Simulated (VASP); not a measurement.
# BeGe: equation of state with PBE

The system is BeGe.

```xyz
2
Lattice="3.8955 0.0000 0.0000 -1.9478 3.3736 0.0000 0.0000 0.0000 2.5575" Properties=species:S:1:pos:R:3 pbc="T T T"
Be    1.9478    1.1245    0.0000
Ge    0.0000    0.0000    0.0000
```

The cell was built by a generator and needn't be a form met in nature.

```json
{
  "Program": "VASP 6.6.1",
  "Task": "equation of state",
  "Functional": "PBE",
  "Potentials or basis": "VASP PAW PBE potentials, release 64 (Be, Ge_d)",
  "Cutoff": "520 eV",
  "k mesh": "8 × 8 × 10",
  "Occupations": "fermi-dirac, width 0.05 eV",
  "Spin": "no spin polarisation"
}
```

| Quantity | Value |
| --- | --- |
| Equilibrium volume | 17.46 Å³/atom |
| Bulk modulus at fixed shape and positions | 63 GPa |
| Pressure derivative of the bulk modulus | 3.7 |

Energy against volume, from the lowest point:
| volume (Å³/atom) | energy (meV/atom) |
| --- | --- |
| 15.797 | 36.45 |
| 16.133 | 22.49 |
| 16.469 | 12.17 |
| 16.805 | 5.17 |
| 17.142 | 1.20 |
| 17.478 | 0.00 |
| 17.814 | 1.33 |

All runs of the series together: 4.3 min on 1 thread of Intel(R) Xeon(R) Platinum 8488C (Sapphire Rapids) (shared host).

Caveat: the cell was scaled at fixed shape and fractional positions, which overstates the stiffness of a crystal with free parameters, most of all of layers and chains.
